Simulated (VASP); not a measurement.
Rh, 1 atom in the cell. Symmetry: Fm-3m, No. 225, cubic system. The conventional cell has a = 3.779 Å, b = 3.779 Å, c = 3.779 Å, α = 90.00°, β = 90.00°, γ = 90.00°. Rh (site symmetry m-3m) is surrounded by 12 Rh at 2.67 Å. 

| Item | Value |
| --- | --- |
| Program | VASP 6.6.1 |
| Task | single point |
| Functional | HSE06 |
| Potentials or basis | VASP PAW PBE potentials, release 64 (Rh_pv) |
| Cutoff | 520 eV |
| k mesh | 8 × 8 × 8 |
| Occupations | gaussian, width 0.1 eV |
| Spin | no spin polarisation |
| Grid for exact exchange (PRECFOCK) | Fast |
| Screening parameter | 0.2 1/A |
| Further INCAR settings | ALGO = Normal; EDIFF = 1e-07; NBANDS = 14 |

Potentials or basis: VASP PAW PBE potentials, release 64 (Rh_pv).

Run with:

```console
$ cat potpaw_PBE.64/Rh_pv/POTCAR > POTCAR
$ cp INCAR.step1 INCAR
$ mpirun -np 1 vasp_std > vasp.out
$ cp INCAR.step2 INCAR
$ mpirun -np 1 vasp_std > vasp.out
```

Hardware: 1 thread of Intel(R) Xeon(R) Platinum 8375C CPU @ 2.90GHz (Ice Lake) (shared host).

Question: Estimate the wall time of this run.

Answer: Run time: 47 min on 1 thread of Intel(R) Xeon(R) Platinum 8375C CPU @ 2.90GHz (Ice Lake), on a shared host, peak memory 0.24 GiB. Counts: scf iterations 12, k points 29.
